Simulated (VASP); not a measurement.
## Lattice constant a of diamond and zinc-blende semiconductors: measurement against LDA

Computed values from VASP (plane waves, PAW); cells keep the symmetry of their structure type. Static lattice, each level at its own minimum.

Here x stands for LDA a and y for measured a.

```
solid  LDA a (Å)  measured a (Å)  cut-off (eV)  basis of the measured value
-----  ---------  --------------  ------------  ---------------------------
C          3.537               ?           520    0 K, zero-point corrected
BP         4.490           4.525           520    0 K, zero-point corrected
GaP        5.394           5.439           520    0 K, zero-point corrected
GaAs       5.611           5.640           520    0 K, zero-point corrected
AlAs       5.638           5.649           520    0 K, zero-point corrected
InAs       6.032           6.047           520    0 K, zero-point corrected
InSb       6.455           6.468           520    0 K, zero-point corrected
```

Fit y of the 6 rows that show it with a straight line. With u = x - 5.6, the rows have u = -1.1100, -0.2060, 0.0110, 0.0380, 0.4320, 0.8550. Means: u 0.0033333, y 5.6280. About the means, the sum of products is 2.1634 and the sum of squares of u is 2.1937; the slope is their ratio. Least squares gives y = 5.6247 + 0.98620·u. Residuals (row less fit): -0.0050, 0.0175, 0.0045, -0.0132, -0.0037, 0.0001; standard error 0.0116 (degrees of freedom: 4). The slope is 0.986 with a standard error of 0.0078. Before the fit, LDA less measured has mean -0.0247, mean absolute 0.0247 and median absolute 0.0220 Å over these 6 rows.

### Question
Estimate the missing y (x = 3.537); what was measured?

### Answer
u = -2.0630, so y = 5.6247 + 0.98620 × (-2.0630) = 3.5902 Å. The measured value is 3.553 Å, 0.0372 Å below the prediction (1.3 % of the range of y in the table). The row lies outside the fitted rows, so this is an extrapolation. From the scatter of the fitted rows alone, a prediction at this place has a standard error of 0.0204 Å, so the miss is 1.8 times that.

Plain LDA misses this row by -0.016 Å. The rows are a random draw of 7 from the 13 solids that have both values on this basis (zero-point corrected by the source), of 27 computed in this series. Not drawn: V to Ni and open 4f shells, rows kept for tests, unfit runs, cells that left their space group, values derived or compiled from fits, values whose temperature is given only as extrapolated, encyclopaedia, home-page and unnamed sources, sources from 2025 on. Measured values as quoted by these papers, many of them computational: C Daniel Mejia-Rodriguez et al., Physical Review B (2018), arXiv:1807.09216; BP Daniel Mejia-Rodriguez et al., Physical Review B (2018), arXiv:1807.09216; GaP Daniel Mejia-Rodriguez et al., Physical Review B (2018), arXiv:1807.09216; GaAs Daniel Mejia-Rodriguez et al., Physical Review B (2018), arXiv:1807.09216; AlAs Daniel Mejia-Rodriguez et al., Physical Review B (2018), arXiv:1807.09216; InAs Daniel Mejia-Rodriguez et al., Physical Review B (2018), arXiv:1807.09216; InSb Daniel Mejia-Rodriguez et al., Physical Review B (2018), arXiv:1807.09216.
